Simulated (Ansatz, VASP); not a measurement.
## RuPt2 in VASP and in Ansatz

Contents of INCAR:

```
SYSTEM = RuPt2
PREC = Accurate ; ENCUT = 520
EDIFF = 1E-6 ; ISMEAR = 0
SIGMA = 0.1 ; LREAL = .FALSE.
LASPH = .TRUE. ; NELM = 100
ALGO = Normal ; ISIF = 2
LWAVE = .FALSE. ; LCHARG = .FALSE.
GGA = PE ; NBANDS = 43
```

The input KPOINTS:

```
regular mesh
0
G
  6 6 2
  0 0 0
```

File POSCAR:

```
RuPt2
1.0
    2.9278752500      0.0000000000      0.0000000000
   -1.4639376300      2.5356143500      0.0000000000
    0.0000000000      0.0000000000     10.8493529700
Ru Pt
2 4
Direct
    0.0000000000      0.0000000000      0.2500000000
    0.0000000000      0.0000000000      0.7500000000
    0.3333333300      0.6666666700      0.1180000000
    0.6666666700      0.3333333300      0.6180000000
    0.3333333300      0.6666666700      0.3820000000
    0.6666666700      0.3333333300      0.8820000000
```

Input for Ansatz:

```yaml
crystal:
  lattice:
    - [2.92787525, 0.0, 0.0]
    - [-1.46393763, 2.53561435, 0.0]
    - [0.0, 0.0, 10.84935297]
  atoms:
    - { symbol: Ru, position: [0.0, 0.0, 0.25] }
    - { symbol: Ru, position: [0.0, 0.0, 0.75] }
    - { symbol: Pt, position: [0.33333333, 0.66666667, 0.118] }
    - { symbol: Pt, position: [0.66666667, 0.33333333, 0.618] }
    - { symbol: Pt, position: [0.33333333, 0.66666667, 0.382] }
    - { symbol: Pt, position: [0.66666667, 0.33333333, 0.882] }
basis:
  ecutwfc: 420
kpoints:
  mp_grid: { grid: [6, 6, 2] }
hamiltonian:
  xc: pbe
scf:
  occupations: { method: gaussian, width: 0.1 }
  lower_state_search: "off"
output:
  forces: true
  stress: true
  eigenvalues: true
```

Change from the starting cell: species swapped into the TaSe2 type (P6_3/mmc, No. 194).

Alike in both runs: task single point; functional PBE; k mesh 6 × 6 × 2; occupations gaussian, width 0.1 eV; no spin polarisation.

```csv
,VASP,Ansatz
version,VASP 6.6.1,Ansatz 0.2.0
potentials or method,"VASP PAW PBE potentials, release 64 (Ru_pv, Pt)","scalar-relativistic, plane waves, PAW"
plane-wave cutoff (eV),520,420
valence electrons in the cell,68,104
```

```tsv
	VASP	Ansatz	Ansatz less VASP
gap on the k mesh at the Fermi level (eV)	none	none	-
rms of the force components (eV/Å)	7.291	7.232	-0.0585
```

Atom by atom the forces differ by 0.058 eV/Å (rms over components). A gap of «none» marks a metal or a gap that the smearing closes. The two sets of potentials don't hold the same shells in valence.

Caveats: the k mesh is coarse (spacing up to 0.41 Å⁻¹), so the values aren't converged; forces of over 1 eV/Å show positions far from the minimum, so gaps and moduli don't describe the material at rest. The runs have no spin-orbit coupling, so splittings on Pt are missing.
